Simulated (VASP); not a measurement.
# CsPbI2Br (P4/mmm) in VASP: single point with PBEsol

Aim: the single point of CsPbI2Br with PBEsol.

Everything below comes from runs of VASP 6.6.1. Logs are shortened: lines on timing, memory, paths and dates and some standing lists are left out, and cuts for length are marked.

### Step 1. The structure

It takes space group P4/mmm (No. 123, tetragonal). The conventional cell has a = 6.375 Å, b = 6.375 Å, c = 5.962 Å, α = 90.00°, β = 90.00°, γ = 90.00°. Cs (site symmetry 4/mmm) has 8 I at 4.36 Å as nearest neighbours. Pb (site symmetry 4/mmm) has 2 Br at 2.98 Å and 4 I at 3.19 Å as nearest neighbours. I (site symmetry mmm) is surrounded by 2 Pb at 3.19 Å. Around Br (site symmetry 4/mmm) lie 2 Pb at 2.98 Å.

The cell comes from a database or a generator and needn't be the stable form of this composition.

### Step 2. Single point, PBEsol

INCAR

```
SYSTEM = CsPbI2Br
PREC = Accurate
ENCUT = 520
EDIFF = 1E-6
ISMEAR = 0
SIGMA = 0.1
LREAL = .False.
LASPH = .True.
NELM = 100
ALGO = Fast
ISIF = 2
LWAVE = .False.
LCHARG = .False.
GGA = PS
NBANDS = 30
```

KPOINTS

```
Automatic mesh
0
Gamma
  4 4 4
  0 0 0
```

POSCAR

```
CsPbI2Br
1.0
    6.3752960000      0.0000000000      0.0000000000
    0.0000000000      6.3752960000      0.0000000000
    0.0000000000      0.0000000000      5.9622200000
Cs Pb I Br
1 1 2 1
Direct
    0.5000000000      0.5000000000      0.5000000000
    0.0000000000      0.0000000000      0.0000000000
    0.0000000000      0.5000000000      0.0000000000
    0.5000000000      0.0000000000      0.0000000000
    0.0000000000      0.0000000000      0.5000000000
```

Potentials or basis: VASP PAW PBE potentials, release 64 (Cs_sv, Pb_d, I, Br).

Run with:

```console
$ cat potpaw_PBE.64/Cs_sv/POTCAR potpaw_PBE.64/Pb_d/POTCAR potpaw_PBE.64/I/POTCAR potpaw_PBE.64/Br/POTCAR > POTCAR
$ mpirun -np 1 vasp_std > vasp.out
```

OUTCAR:

```text
SYSTEM = CsPbI2Br
   PREC = Accurate
   ENCUT = 520
   EDIFF = 1E-6
   ISMEAR = 0
   LREAL = .False.
   LASPH = .True.
   NELM = 100
   ISIF = 2
   GGA = PS

 ion  position               nearest neighbor table
   1  0.500  0.500  0.500-
   2  0.000  0.000  0.000-   5 2.98   5 2.98   3 3.19   4 3.19   3 3.19   4 3.19
   3  0.000  0.500  0.000-   2 3.19   2 3.19
   4  0.500  0.000  0.000-   2 3.19   2 3.19
   5  0.000  0.000  0.500-   2 2.98   2 2.98

  LATTYP: Found a simple tetragonal cell.
 ALAT       =     6.3752960000
 C/A-ratio  =     0.9352067731

  Lattice vectors:

 A1 = (   6.3752960000,   0.0000000000,   0.0000000000)
 A2 = (   0.0000000000,   6.3752960000,   0.0000000000)
 A3 = (   0.0000000000,   0.0000000000,   5.9622200000)

Analysis of symmetry for initial positions (statically):
=====================================================================
 Subroutine PRICEL returns:
 Original cell was already a primitive cell.

 Routine SETGRP: Setting up the symmetry group for a
 simple tetragonal supercell.

 Subroutine GETGRP returns: Found 16 space group operations
 (whereof 16 operations were pure point group operations)
 out of a pool of 16 trial point group operations.

The static configuration has the point symmetry D_4h.

Analysis of symmetry for dynamics (positions and initial velocities):
=====================================================================
 Subroutine PRICEL returns:
 Original cell was already a primitive cell.

 Routine SETGRP: Setting up the symmetry group for a
 simple tetragonal supercell.

 Subroutine GETGRP returns: Found 16 space group operations
 (whereof 16 operations were pure point group operations)
 out of a pool of 16 trial point group operations.

The dynamic configuration has the point symmetry D_4h.

 Subroutine INISYM returns: Found 16 space group operations
 (whereof 16 operations are pure point group operations),
 and found     1 'primitive' translations

----------------------------------------------------------------------------------------

                                     Primitive cell

  volume of cell :     242.3308

  direct lattice vectors                    reciprocal lattice vectors
     6.375296000  0.000000000  0.000000000     0.156855462  0.000000000  0.000000000
     0.000000000  6.375296000  0.000000000     0.000000000  0.156855462  0.000000000
     0.000000000  0.000000000  5.962220000     0.000000000  0.000000000  0.167722761

  length of vectors
[... 85 lines left out ...]
   IBRION =     -1    ionic relax: 0-MD 1-quasi-New 2-CG
   NFREE  =      0    steps in history (QN), initial steepest desc. (CG)
   ISIF   =      2    stress and relaxation
   ISYM   =      2    0-nonsym 1-usesym 2-fastsym
   POTIM  = 0.5000    time-step for ionic-motion
   TEBEG  =    0.0;   TEEND  =   0.0 temperature during run
   PSTRESS=    0.0 pullay stress
   NELECT =      44.0000    total number of electrons
   NUPDOWN=      -1.0000    fix difference up-down
   EMIN   =  10.00;   EMAX   =-10.00  energy-range for DOS
   EFERMI =   0.00;   METHOD = LEGACY
   ISMEAR =     0;   SIGMA  =   0.10  broadening in eV -4-tet -1-fermi 0-gaus
   EFERMI_NEDOS =   21; number of points for ismear=-14 and -15
   IALGO  =     68    algorithm
   IMIX   =      4    mixing-type and parameters
     AMIX     =   0.40;   BMIX     =  1.00
     AMIX_MAG =   1.60;   BMIX_MAG =  1.00
  volume/ion in A,a.u.               =      48.47       327.07
  Fermi-wavevector in a.u.,A,eV,Ry     =   0.927021  1.751815 11.692406  0.859368
  Thomas-Fermi vector in A             =   2.053046
   LORBIT       =      0    0 simple, 1 ext, 2 COOP (PROOUT), +10 PAW based schemes
   GGA     = PS    functional components
   LHFCALC =     F    Hartree Fock is set to
   AEXX    =    0.0000 exact exchange contribution
   IVDW    =     0    specifies the selected vdW correction
   LEPSILON=     F    determine dielectric tensor
   LRPA    =     F    only Hartree local field effects (RPA)
 non-spin polarized calculation
 RMM-DIIS sequential band-by-band and
 Gauss-broadening in eV      SIGMA  =   0.10
  energy-cutoff  :      520.00
  volume of cell :      242.33
 maximum number of plane-waves:      6558
 NGX is ok and might be reduce to    48
   NGX = 23   NGY = 23   NGZ = 23

 number of electron      43.9999998 magnetization

 Free energy of the ion-electron system (eV)
  ---------------------------------------------------
  ext. energy  EPLUGINS =         0.00000000
  ---------------------------------------------------
  free energy    TOTEN  =       -15.55319793 eV

  energy without entropy =      -15.55319793  energy(sigma->0) =      -15.55319793

 E-fermi :   1.5837     XC(G=0):  -7.4751

 val. band max:        1.1252988360   @ k =   0.5000   0.5000   0.5000
 cond. band min:       2.5069900446   @ k =   0.5000   0.5000   0.5000
 fundamental gap:      1.3816912085
 Fermi energy:         1.5836937525

 k-point     1 :       0.0000    0.0000    0.0000
  band No.  band energies     occupation
      1     -20.1959      2.00000
      2     -15.5150      2.00000
      3     -15.4931      2.00000
      4     -15.4367      2.00000
      5     -15.4204      2.00000
      6     -15.4204      2.00000
[... 583 lines left out ...]
     29       6.2570      0.00000
     30       7.1524      0.00000

------------------------ aborting loop because EDIFF is reached ----------------------------------------

  FORCE on cell =-STRESS in cart. coord.  units (eV):
  Direction    XX          YY          ZZ          XY          YZ          ZX
  --------------------------------------------------------------------------------------
  -------------------------------------------------------------------------------------
  Total       -1.1531655     -1.1531655     -1.3278171      0.0000000     -0.0000000      0.0000000
  in kB       -7.6241864     -7.6241864     -8.7789008      0.0000000     -0.0000000      0.0000000
  external PRESSURE =      -8.0090912 kB  Pullay stress =       0.0000000 kB

 VOLUME and BASIS-vectors are now :
 -----------------------------------------------------------------------------
  energy-cutoff  :      520.00
  volume of cell :      242.33
      direct lattice vectors                 reciprocal lattice vectors
     6.375296000  0.000000000  0.000000000     0.156855462  0.000000000  0.000000000
     0.000000000  6.375296000  0.000000000     0.000000000  0.156855462  0.000000000
     0.000000000  0.000000000  5.962220000     0.000000000  0.000000000  0.167722761

 POSITION                                       TOTAL-FORCE (eV/Angst)
 -----------------------------------------------------------------------------------
      3.18765      3.18765      2.98111         0.000000      0.000000      0.000000
      0.00000      0.00000      0.00000         0.000000      0.000000      0.000000
      0.00000      3.18765      0.00000         0.000000      0.000000      0.000000
      3.18765      0.00000      0.00000         0.000000      0.000000      0.000000
      0.00000      0.00000      2.98111         0.000000      0.000000      0.000000
 -----------------------------------------------------------------------------------
    total drift:                                0.000000     -0.000000      0.000000

  FREE ENERGIE OF THE ION-ELECTRON SYSTEM (eV)
  ---------------------------------------------------
  free  energy   TOTEN  =       -15.5531979293 eV

  energy  without entropy=      -15.5531979293  energy(sigma->0) =      -15.55319793
```

It took 71 s on 1 thread of Intel Xeon 6975P-C (Granite Rapids), shared host; peak memory 0.42 GiB.

What came out:

```
Free energy            : -15.5532 eV
Pressure               : -0.8 GPa
Band gap on the k mesh : 1.38 eV, direct
```

Levels at points of the mesh, in eV from the valence-band top:
| k point | band 19 | band 20 | band 21 | band 22 | band 23 | band 24 | band 25 | band 26 |
| --- | --- | --- | --- | --- | --- | --- | --- | --- |
| (0.00, 0.00, 0.00) | -1.31 | -1.29 | -1.27 | -1.27 | 3.04 | 3.97 | 4.39 | 4.55 |
| (0.50, 0.00, 0.00) | -1.53 | -1.47 | -1.36 | -0.94 | 2.19 | 4.35 | 4.88 | 4.95 |
| (0.50, 0.50, 0.00) | -1.53 | -1.42 | -0.87 | -0.50 | 1.84 | 1.84 | 4.71 | 5.26 |
| (0.00, 0.00, 0.50) | -1.50 | -1.35 | -1.35 | -1.16 | 2.47 | 4.76 | 4.84 | 5.14 |
| (0.50, 0.00, 0.50) | -1.65 | -1.64 | -1.01 | -0.49 | 1.81 | 2.06 | 4.77 | 5.07 |
| (0.50, 0.50, 0.50) | -0.99 | -0.99 | -0.84 | 0.00 | 1.38 | 1.38 | 1.55 | 4.10 |

Caveat: the PAW data sets were made with another functional, which shifts forces and pressure a little; spin-orbit coupling is left out, which as a rule narrows the gap of such compounds by several tenths of an eV. As with any semilocal functional, this PBEsol gap is likely too small.
